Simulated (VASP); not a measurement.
Here is the system:

```xyz
2
Lattice="1.6548 0.9554 2.8322 -1.6548 0.9554 2.8322 0.0000 -1.9108 2.8322" Properties=species:S:1:pos:R:3 pbc="T T T"
Lu     0.0000     0.0000     6.4777
N      0.0000     0.0000     2.0188
```

These are PBE GGA, VASP's PBE PAW potentials (set 64) (plane waves; VASP) values and carry that method's errors. Settings: 400 eV cut-off, 8×8×8 Γ-centred mesh, Gaussian smearing of 0.20 eV, potentials Lu_3 N.

Task: Estimate the energy per atom (σ→0), band gap (on the k-mesh) with the smallest direct gap where there is one.

Result: 
band gap (on the k-mesh): 1.23 eV
smallest direct gap (on the k-mesh): 1.54 eV
energy per atom (σ→0): -8.230 eV/atom

The structure was generated: LuN was put into an ordered model structure, which need not be its known phase. The cell was not relaxed at this level.
